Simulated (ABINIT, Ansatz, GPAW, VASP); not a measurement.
# CaZn2P2 (P-3m1, 5 atoms in the cell) computed with different codes at matched settings

Self-consistent single point.

```yaml
crystal:
  lattice:
    - [4.01543, 0.00000, 0.00000]
    - [-2.00772, 3.47746, 0.00000]
    - [0.00000, 0.00000, 6.81288]
  atoms:
    - { symbol: Ca, position: [0.00000, 0.00000, 0.00000] }
    - { symbol: Zn, position: [0.33333, 0.66667, 0.63328] }
    - { symbol: Zn, position: [0.66667, 0.33333, 0.36672] }
    - { symbol: P, position: [0.66667, 0.33333, 0.73625] }
    - { symbol: P, position: [0.33333, 0.66667, 0.26375] }
```

Shared settings, as Ansatz (a first-principles code) writes them: kpoints.mp_grid.grid = 1 1 1; scf.occupations.method = fermi_dirac; scf.occupations.width = 0.0037 Ry. Potentials and cutoffs stand in the table.

```csv
code,model,pressure (GPa),largest force (eV/Å),cutoff
VASP,"LDA (PZ), VASP's LDA PAW potentials (set 64)",20.08,1.214,300 eV
GPAW,"LDA (Perdew-Wang 92), GPAW PAW datasets LDA (gpaw-data 1.0.1)",19.85,1.124,800 eV
Ansatz,"LDA (PW92), default PAW files made with PBE",19.91,1.158,30.9 Ry
ABINIT,"LDA (PW92), PAW (JTH v2.0 LDA PAW)",19.94,1.176,30 Ha
```

Size of the force on each atom (eV/Å): Sizes of forces hide their directions.

```
code      Ca1    Zn2    Zn3     P4     P5
------  -----  -----  -----  -----  -----
VASP    0.000  0.280  0.280  1.214  1.214
GPAW    0.000  0.306  0.306  1.124  1.124
Ansatz  0.000  0.309  0.309  1.158  1.158
ABINIT  0.000  0.306  0.306  1.176  1.176
```

No clean gap comes from VASP: levels at the Fermi energy touch, overlap or are partly filled at this smearing.

The spread over the programs that give each value: pressure within 0.23 GPa; largest force within 0.090 eV/Å.

Ansatz's pressure is given at a fixed set of plane waves, as the other plane-wave codes print theirs; with its correction for the finite basis it is 19.98 GPa. The same LDA comes in different parametrisations, which differ slightly.

On the base mesh (8 8 4) the same programs gave: GPAW pressure -4.48 GPa; Ansatz pressure -4.57 GPa; ABINIT pressure -4.63 GPa; VASP pressure -4.45 GPa.

The values differ from the base mesh's, so the mesh still matters here: the table compares the programs at equal settings.

VASP's run is marked for a possible Pulay error in its stress at this cutoff; no cutoff test was made.

The starting cell comes from a database of computed structures (which also holds hypothetical and non-ambient phases and stackings), without a prior relaxation at this level.

Left out of this page: CP2K (on another mesh); FLEUR (with a known weakness of the program); SIESTA (not drawn, or without a comparable value).

Keys are those of Ansatz 0.2.
